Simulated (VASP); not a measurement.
Given:

```
Bi
1.0
    4.09533    -2.26668    -0.01836
    4.09533     2.26668    -0.01836
    2.85747     0.00000     3.70739
Bi
2
Direct
  0.23698   0.23698   0.23698
  0.76302   0.76302   0.76302
```

All values below come from PBE GGA with D3 dispersion (Becke-Johnson damping), VASP's PBE PAW potentials (set 64) (plane waves; VASP). Run with 520 eV cut-off, Gaussian smearing of 0.050 eV, potentials Bi_d.

**Question.** Give the energies of bands 13 to 18 at the high-symmetry points, in eV from the Fermi level.

**Answer.** 
| band | Γ | T | H2 | L | S0 | F |
|---|---|---|---|---|---|---|
| 13 | -1.45 | -0.78 | -4.13 | -1.09 | -4.43 | -4.79 |
| 14 | -1.20 | -0.49 | -4.06 | -0.97 | -2.48 | -3.06 |
| 15 | -1.20 | -0.49 | -0.26 | -0.22 | -2.47 | -2.94 |
| 16 | 2.79 | 0.56 | 0.71 | -0.20 | 3.11 | 2.51 |
| 17 | 3.09 | 0.56 | 5.17 | 0.43 | 3.20 | 5.08 |
| 18 | 3.09 | 0.61 | 5.18 | 0.84 | 4.71 | 5.42 |

It has no gap at this level: it comes out as a metal or semimetal.

The compound is Bi in the a7 structure. It was relaxed first.
